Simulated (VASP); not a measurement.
Consider the following.

```yaml
crystal:
  lattice:
    - [-2.14809, 2.14809, 2.14809]
    - [2.14809, -2.14809, 2.14809]
    - [2.14809, 2.14809, -2.14809]
  atoms:
    - { symbol: Eu, position: [0.00000, 0.00000, 0.00000] }
```

Level of theory: PBEsol GGA, VASP's PBE PAW potentials (set 64) (plane waves; VASP). Run with 400 eV cut-off, 13×13×13 Γ-centred mesh, tetrahedra with Blöchl corrections, potentials Eu_2.

The 4f electrons are frozen in the core of the lanthanide potential, so 4f levels, which can set the real gap, and their magnetism are missing.

Problem. Tabulate the total density of states (states/eV per cell) against energy (eV; zero at the valence-band maximum or, without a gap, the Fermi level).

Solution. 
(E (eV), DOS (states/eV)): (-9.92, 0.00); (-9.59, 0.00); (-9.27, 0.00); (-8.94, 0.00); (-8.50, 0.00); (-8.18, 0.00); (-7.85, 0.00); (-7.52, 0.00); (-7.20, 0.00); (-6.87, 0.00); (-6.44, 0.00); (-6.11, 0.00); (-5.78, 0.00); (-5.46, 0.00); (-5.13, 0.00); (-4.80, 0.00); (-4.48, 0.00); (-4.04, 0.00); (-3.71, 0.05); (-3.39, 0.10); (-3.06, 0.15); (-2.73, 0.19); (-2.41, 0.24); (-1.97, 0.33); (-1.65, 0.43); (-1.32, 0.63); (-0.99, 0.93); (-0.67, 0.90); (-0.34, 1.56); (-0.01, 0.88); (0.42, 0.59); (0.75, 2.52); (1.07, 3.09); (1.40, 2.84); (1.73, 1.37); (2.05, 1.03); (2.49, 0.52); (2.82, 0.39); (3.14, 0.91); (3.47, 1.04)
Within 2 eV below the Fermi level the largest weight inside VASP's projection spheres is Eu d, then Eu s.

The compound is Eu in the bcc structure. It was relaxed first, which changed the volume by -17 %.
